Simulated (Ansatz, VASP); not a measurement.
# Cross-check of ZnS (Wurtzite-2H) between VASP and Ansatz, part 3 of 3

One calculation is typed for both programs; each brings its own data sets. How far apart do they land? The cell is taken from a series of runs on this material, whose earlier steps may have relaxed, scaled, displaced or heated it; both programs get it as it stands.

VASP 6.6.1 and Ansatz 0.2.0.

So far: The starting structure; VASP: zone-centre phonons, PBE.

### 3. Ansatz: zone-centre phonons, PBE

Level of this step: Ansatz beside VASP: Kohn-Sham DFT, plane waves, PBE (Ansatz).

Ansatz runs on its PAW soft_1 files.

The same cell, functional and mesh now go to Ansatz, which takes its cutoff from its data sets.

input.yaml

```yaml
crystal:
  lattice:
    - [3.9222856151, 0.0, 0.0]
    - [-1.9611428076, 3.3967989836, 0.0]
    - [0.0, 0.0, 6.424017845]
  atoms:
    - { symbol: S, position: [0.3333333333, 0.6666666667, 0.3800311348] }
    - { symbol: S, position: [0.6666666667, 0.3333333333, 0.8800311348] }
    - { symbol: Zn, position: [0.3333333333, 0.6666666667, 0.0049688652] }
    - { symbol: Zn, position: [0.6666666667, 0.3333333333, 0.5049688652] }
kpoints:
  mp_grid: { grid: [12, 12, 8] }
hamiltonian:
  xc: pbe
  pseudopotentials: { kind: paw, azcp: { folder: soft_1 } }
scf:
  occupations: { method: fixed }
output:
  eigenvalues: true
phonons:
  method: dfpt
  dielectric: true
  rigid_motions: translations
```

The run is started by

```bash
> ansatz run input.yaml --threads 8 --pin off --max-ram 16384MiB --backend cpu --events-out ev --progress --plain --runs-dir out
```

Numbers of over 12 decimals in the logs are rounded to 6 here.

The log of the run:

```text
Engine: ansatz 0.2.0, x86_64-unknown-linux-gnu
Pseudopotentials: kind: paw
Pseudopotential: S, paw, valence charge 6, recommended cutoff 420 eV (normal), soft_1/S.paw.azcp
Pseudopotential: Zn, paw, valence charge 12, recommended cutoff 420 eV (normal), soft_1/Zn.paw.azcp
Functional definition: PBE
  parameter kappa = 0.804
  parameter beta = 0.066725
  exchange = pbe_x(kappa = kappa, mu = beta*pi^2/3)
  correlation = pbe_c(beta = beta)
Crystal: 4 atoms, lattice volume = 85.589 Å³
Basis set: ecut = 420 eV, 1713 PW (Γ), exchange–correlation on 54×54×96 points (8 copies of the dense FFT grid, shifted against one another)
Bands: 22, of which v1, the nominal top of the filled ones, is band 18 counted from 1 (17 counted from 0)
Symmetry: 12 space group operations
k-points: 320 of 1152 (irreducible under 2 space group operations, time reversal used)
Non-local potential: S, projectors of the file, l = 0: 2, l = 1: 2, l = 2: 1
Non-local potential: Zn, projectors of the file, l = 0: 2, l = 1: 2, l = 2: 3, l = 3: 1
PAW form: soft (Blöchl's): semilocal exchange-correlation on the pseudo side does not see the compensation charge
PAW one-centre angular grid: S, 110 points (default); XC on 64 Gauss nodes
PAW one-centre angular grid: Zn, 590 points (default); XC on 64 Gauss nodes
Initial density: superposition of atomic densities (chi_scale 0.1, normalization cell, long waves kept (reshape's long-wave potential 0.00 eV rms))
Initial wavefunctions: pseudopotential atomic-orbital guess
Functional: x = pbe(κ = 0.804, μ = 0.219515), c = pbe(β = 0.066725)
SCF iter   1: F=—  HF=-8445.593274 eV  |F-HF|=—  |Δ(HF+E_count)|=         —  Δρ=4.11e-2  dr2=8.39e-1  ethr=3.10e-3  ⟨swp⟩=5.2  Hψ=35079  notcnv=0  defer=609
preconditioner: auto → Resta (q_TF=auto, 2.362 Å⁻¹)  ε∞=6.1  [insulator: Δε(μ)=2.011 eV  Ē_g=10.651 eV  n_scr=22 (ndim 8)  ℏωp=24.1 eV  f_vac=0.017  ε∞_Penn≈6.1]
SCF iter   2: F=—  HF=-8445.426870 eV  |F-HF|=—  |Δ(HF+E_count)|=   1.66e-1  Δρ=1.51e-2  dr2=1.64e-1  ethr=2.33e-3  ⟨swp⟩=2.0  Hψ=15368  notcnv=0  defer=632
SCF iter   3: F=—  HF=-8445.405327 eV  |F-HF|=—  |Δ(HF+E_count)|=   2.15e-2  Δρ=1.03e-2  dr2=5.99e-2  ethr=4.54e-4  ⟨swp⟩=2.0  Hψ=12803  notcnv=0  defer=637
SCF iter   4: F=—  HF=-8445.400572 eV  |F-HF|=—  |Δ(HF+E_count)|=   4.75e-3  Δρ=2.89e-3  dr2=5.28e-3  ethr=1.66e-4  ⟨swp⟩=2.0  Hψ=15362  notcnv=0  defer=638
SCF iter   5: F=—  HF=-8445.403718 eV  |F-HF|=—  |Δ(HF+E_count)|=   3.15e-3  Δρ=5.14e-4  dr2=2.92e-4  ethr=1.47e-5  ⟨swp⟩=3.1  Hψ=13461  notcnv=0  defer=638
SCF iter   6: F=—  HF=-8445.404231 eV  |F-HF|=—  |Δ(HF+E_count)|=   5.14e-4  Δρ=2.95e-4  dr2=8.75e-5  ethr=8.10e-7  ⟨swp⟩=2.2  Hψ=12880  notcnv=0  defer=638
SCF iter   7: F=—  HF=-8445.404376 eV  |F-HF|=—  |Δ(HF+E_count)|=   1.45e-4  Δρ=1.05e-4  dr2=4.18e-6  ethr=2.43e-7  ⟨swp⟩=2.0  Hψ=13290  notcnv=0  defer=636
SCF iter   8: F=—  HF=-8445.404381 eV  |F-HF|=—  |Δ(HF+E_count)|=   4.81e-6  Δρ=1.83e-5  dr2=2.15e-7  ethr=1.16e-8  ⟨swp⟩=2.2  Hψ=12085  notcnv=0  defer=85
SCF iter   9: F=—  HF=-8445.404382 eV  |F-HF|=—  |Δ(HF+E_count)|=   1.25e-6  Δρ=2.49e-6  dr2=8.39e-9  ethr=5.98e-10  ⟨swp⟩=2.0  Hψ=12625  notcnv=0  defer=4
SCF iter  10: F=—  HF=-8445.404382 eV  |F-HF|=—  |Δ(HF+E_count)|=   1.67e-8  Δρ=4.96e-7  dr2=2.51e-10  ethr=2.33e-11  ⟨swp⟩=2.0  Hψ=12800  notcnv=0  defer=4
SCF iter  11: F=-8445.404382 eV  HF=-8445.404382 eV  |F-HF|=2.18e-11  |Δ(HF+E_count)|=  4.09e-10  Δρ=1.97e-7  dr2=2.57e-11  ethr=1.00e-12  ⟨swp⟩=10.5  Hψ=53702  notcnv=0
SCF 1 converged in 11 iterations: F = -8445.404382 eV  dr2 = 2.57e-11
  greatest PAW one-centre occupation: 0.984 electrons in one spin orbital (limit 2), on the Zn atom at site 3 (counted from 0), in its partial waves of l = 2
DFPT response loops at Γ: preconditioner auto → Resta (q_TF=auto, 2.362 Å⁻¹)  ε∞=5.7 (no band partly filled); β = 1.00, the filter's whole step (`scf.mixing.beta` (0.50) is not read by the response loops at its default; to damp them type it under 1.00, their step now; it binds the ground state too); Broyden in place of MSR1
── the response to a field inside a basis, on 12×12×8 k-points: an SCF that follows is theirs, and a resumed run solves both again ──
Bands: 19, of which v1, the nominal top of the filled ones, is band 18 counted from 1 (17 counted from 0)
k-points: 168 of 1152 (irreducible under 4 space group operations, time reversal used)
Initial density: handed on by an earlier stage of this run
Initial wavefunctions: pseudopotential atomic-orbital guess (no wavefunctions were taken with the density)
Eigensolver: Dense (168 Hₖ)
SCF iter   1: F=—  HF=-8445.400798 eV  |F-HF|=—  |Δ(HF+E_count)|=         —  Δρ=1.15e-4  dr2=3.24e-6  ethr=1.00e-1
preconditioner: auto → Resta (q_TF=auto, 2.362 Å⁻¹)  ε∞=7.9  [insulator: Δε(μ)=2.055 eV  Ē_g=9.147 eV  n_scr=22 (ndim 8)  ℏωp=24.1 eV  f_vac=0.049  ε∞_Penn≈7.9]
SCF iter   2: F=—  HF=-8445.400800 eV  |F-HF|=—  |Δ(HF+E_count)|=   1.77e-6  Δρ=1.48e-4  dr2=8.28e-6  ethr=9.01e-9
SCF iter   3: F=—  HF=-8445.400800 eV  |F-HF|=—  |Δ(HF+E_count)|=   2.17e-7  Δρ=1.70e-5  dr2=5.23e-8  ethr=9.01e-9
SCF iter   4: F=-8445.400799 eV  HF=-8445.400799 eV  |F-HF|=3.46e-8  |Δ(HF+E_count)|=   5.82e-7  Δρ=6.81e-6  dr2=9.12e-9  ethr=1.45e-10
SCF 1 converged in 4 iterations: F = -8445.400799 eV  dr2 = 9.12e-9
DFPT response loops at Γ: preconditioner auto → Resta (q_TF=auto, 2.362 Å⁻¹)  ε∞=5.4 (no band partly filled); β = 1.00, the filter's whole step (`scf.mixing.beta` (0.50) is not read by the response loops at its default; to damp them type it under 1.00, their step now; it binds the ground state too); Broyden in place of MSR1
SCF converged after 11 iterations
Free energy (F): -8445.404382 eV
Harris-Foulkes:  -8445.404382 eV  (|F-HF|=2.18e-11)
Internal energy: -8445.404382 eV  (E = F + TS)
E sigma→0 (E₀):  -8445.404382 eV
Fermi energy:    4.779335 eV
--- Per-component energies (eV) ---
  E_band       = -17.644887
  E_kinetic    = 501.760311
  E_local      = -4645.055574  (includes V_loc(G=0)·N_el)
  E_nonlocal   = 1710.576815
  E_hartree    = 1770.343414
  E_xc         = -332.657119
  E_vxc        = -264.695865  (∫ρ·V_xc dr)
  E_paw        = -5013.533711  (= ΣΔE_a)
  E_vpaw       = -860.916630  (= ΣTr[D̂ρ^β])
  E_aug_tail   = -0.000527  (compensation charges beyond the density's cutoff)
  E_ewald      = -2436.837991
  E_smearing   = -0.000000  (= −TS)
  E_closure    = 0.000000  (closes the sum)
  Σ components = -8445.404382   (vs F -8445.404382, Δ=0.00e0)
--- Band table (eV; the first three rows and the last of 320) ---
  k-point 0: bands = [... 14 lower, 4.0021, 4.7207, 4.7793, 4.7793, 6.6040, 7.7084, 11.1099, 11.1099]
  k-point 1: bands = [... 14 lower, 4.0294, 4.3713, 4.7471, 4.7471, 6.9235, 7.7446, 11.1315, 11.1315]
  k-point 2: bands = [... 14 lower, 4.1082, 4.1082, 4.6568, 4.6568, 7.4992, 7.8455, 11.0354, 11.2034]
  k-point 319: bands = [... 14 lower, 2.5646, 2.5646, 3.5229, 3.5229, 9.1073, 9.1073, 10.9729, 10.9729]
--- Phonons (Γ-DFPT): 4 representative perturbations + reference, on 320 of 1152 k-points (Σ response iterations 13) ---
  k mesh reduced under 2 symmetry operations, with k and −k counted as one. Each operation leaves every solved perturbation unchanged. A smaller set is not considered because the run solves the response to a homogeneous field
  ASR residual: 1.503e-4 → 0.000e0 eV/Å²; symmetrization residual: 1.019e-5 eV/Å²
  ASR residual per site (eV/Å²): 1.50e-4 1.50e-4 1.36e-4 1.36e-4
  Γ frequencies (cm⁻¹): 0.00 0.00 0.00 73.29 73.29 177.02 229.13 236.51 236.51 239.56 239.56 296.26
  ε∞ (high-frequency dielectric tensor):
        5.879202     0.000000    -0.000000
        0.000000     5.879202    -0.000000
       -0.000000    -0.000000     5.981104
  ε⁰ (static dielectric tensor: ions relaxed, cell fixed):
        9.857896     0.000000    -0.000000
        0.000000     9.857896     0.000000
       -0.000000     0.000000    10.645798
  ε⁰ − ε∞ (ionic part):
        3.978694     0.000000    -0.000000
        0.000000     3.978694     0.000000
       -0.000000     0.000000     4.664694
  softest optical mode at Γ: 73.29 cm⁻¹; the repairs (sum rule, projections) moved no ω² at Γ by more than (1.52 cm⁻¹)²
  Born effective charges Z* (e; rows j = field, columns β = displacement):
    site 0:
        -2.04052   -0.00000    0.00000
        -0.00000   -2.04052    0.00000
        -0.00000    0.00000   -2.14052
    site 1:
        -2.04052   -0.00000   -0.00000
        -0.00000   -2.04052    0.00000
         0.00000   -0.00000   -2.14052
    site 2:
         2.04052    0.00000   -0.00000
         0.00000    2.04052    0.00000
        -0.00000    0.00000    2.14052
    site 3:
         2.04052    0.00000    0.00000
         0.00000    2.04052   -0.00000
        -0.00000   -0.00000    2.14052
  Z* charge neutrality: 9.622e-4 e pre-enforcement
  solved inside a basis spanned on kpoints, on 12×12×8 k-points, its susceptibility summed on 20×20×12: ε∞ is read to err by 1.7e-2, Z* by 1.4e-2 e (field_mesh: kpoints solves on kpoints); Z* is corrected for what the basis lacks
  optical modes at Γ without the LO–TO term, one row a degenerate level:
      ω (cm⁻¹)  modes    IR ((D/Å)²/amu)
         73.29      2             0.0000
        177.02      1             0.0000
        229.13      1             9.8279
[...]
optical modes at Γ + LO–TO along q̂ = [1.0000, 0.0000, 0.0000]:
      ω (cm⁻¹)  modes    IR ((D/Å)²/amu)
[...]
optical modes at Γ + LO–TO along q̂ = [0.0000, 1.0000, 0.0000]:
      ω (cm⁻¹)  modes    IR ((D/Å)²/amu)
[...]
296.26      1             0.0000
        306.26      1             8.9310
  optical modes at Γ + LO–TO along q̂ = [0.0000, 0.0000, 1.0000]:
      ω (cm⁻¹)  modes    IR ((D/Å)²/amu)
         73.29      2             0.0000
        177.02      1             0.0000
        236.51      2            17.8621
        239.56      2             0.0000
        296.26      1             0.0000
        305.70      1             9.8279
```

The column dr2 measures how far the density is from self-consistency, as an energy; F and HF (Harris–Foulkes) agree once it is small.

### 4. Differences

Known differences besides the potentials themselves: fixed occupations in Ansatz, narrow Gaussian smearing in VASP; VASP's response is taken on the typed mesh, Ansatz refines its own for the field response alone; the cutoff is 420 eV in Ansatz and 500 eV in VASP. Total energies have different zeros and are not compared.

Compared:

| quantity | Ansatz | VASP | difference |
| --- | --- | --- | --- |
| ε∞ xx | 5.88 | 5.87 | +0.09 % |
| ε∞ yy | 5.88 | 5.87 | +0.09 % |
| ε∞ zz | 5.98 | 5.97 | +0.17 % |
| Born charge of S1 (mean of the diagonal) (e) | -2.07 | -2.09 | +0.02 |
| Born charge of Zn3 (mean of the diagonal) (e) | 2.07 | 2.09 | -0.02 |
| optical mode 1 to 2 (cm⁻¹) | 73.3 | 69.6 | +5.36 % |
| optical mode 3 (cm⁻¹) | 177.0 | 176.3 | +0.42 % |
| optical mode 4 (cm⁻¹) | 229.1 | 229.8 | -0.28 % |
| optical mode 5 to 6 (cm⁻¹) | 236.5 | 236.9 | -0.15 % |
| optical mode 7 to 8 (cm⁻¹) | 239.6 | 240.2 | -0.29 % |
| optical mode 9 (cm⁻¹) | 296.3 | 297.1 | -0.29 % |

Modes are paired by rising frequency, not by their patterns, so a pair may set unlike modes beside each other; they are those without the splitting of longitudinal modes.

### 5. Summary of results

```yaml
r_m_s_difference_of_the_optical_zone_centre_modes_each_program_s_sorted_by_frequency_zone_centre_phonons_pbe: 1.8 cm⁻¹
difference_in_optical_mode_1_to_2_zone_centre_phonons_pbe: +5.4 %
```

**Reading.** The r.m.s. difference of the optical zone-centre modes, each program's sorted by frequency is 1.8 cm⁻¹ (zone-centre phonons, PBE). Among the rows given in per cent, the largest difference of the zone-centre phonons, PBE pair is in optical mode 1 to 2, +5.4 %. Such differences can come from data sets, numerical settings and the points named under the comparisons, not from the functional's error against experiment.

[Lines on the potential files, build, host, timing and source positions are cut from VASP's logs without a mark.]

[Logs are printed without paths, hosts, clocks, repeated set-up lines and the standing remarks that a program may print on its own settings, such as how far it seeks lower states.]

[Hosts, paths, dates, database ids (printed as entryN), source tags and the programs' standing remarks are cut or masked in the printed files.]
